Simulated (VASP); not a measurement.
VASP input:

**INCAR**
```
SYSTEM  =  Nb
PREC  =  Accurate; ENCUT  =  400; LREAL  =  .False.
LASPH  =  .True.
EDIFF  =  1E-6; NELM  =  100; ALGO  =  Normal
LMAXMIX  =  4
ISMEAR  =  1; SIGMA  =  0.1
GGA  =  PE
ISIF  =  2
LWAVE  =  .False.; LCHARG  =  .False.
```

**KPOINTS**
```
Automatic mesh
0
Gamma
14 14 14
0 0 0
```

**POSCAR**
```
Nb
1
   -1.6830000000     1.6830000000     1.6830000000
    1.6830000000    -1.6830000000     1.6830000000
    1.6830000000     1.6830000000    -1.6830000000
Nb
1
Direct
  0.0000000000   0.0000000000   0.0000000000
```

POTCAR, in this order: Nb_sv (PBE.64 set). Program: vasp_std.

**Question.** Translate this PBE calculation to Ansatz.

**Answer.** One equivalent input (not run):
Ansatz 0.2 input:
```yaml
crystal:
  lattice:
    - [-1.6830000, 1.6830000, 1.6830000]
    - [1.6830000, -1.6830000, 1.6830000]
    - [1.6830000, 1.6830000, -1.6830000]
  atoms:
    - { symbol: Nb, position: [0.0000000, 0.0000000, 0.0000000] }
kpoints:
  mp_grid: { grid: [14, 14, 14] }
hamiltonian:
  xc: pbe
  pseudopotentials: { kind: paw }
scf:
  occupations: { method: methfessel_paxton, width: 0.1 }
  max_iter: 100
output: { forces: true, stress: true, eigenvalues: true }
```
Limits of the translation: each code has its own PAW files, so the cut-off isn't converted (ENCUT is set for VASP's; basis.ecutwfc is left out, and Ansatz then takes the one that its files recommend); Ansatz stops its SCF on the density residual and VASP on the energy change (EDIFF).

The compound is Nb in the bcc structure. The cell was not relaxed at this level.
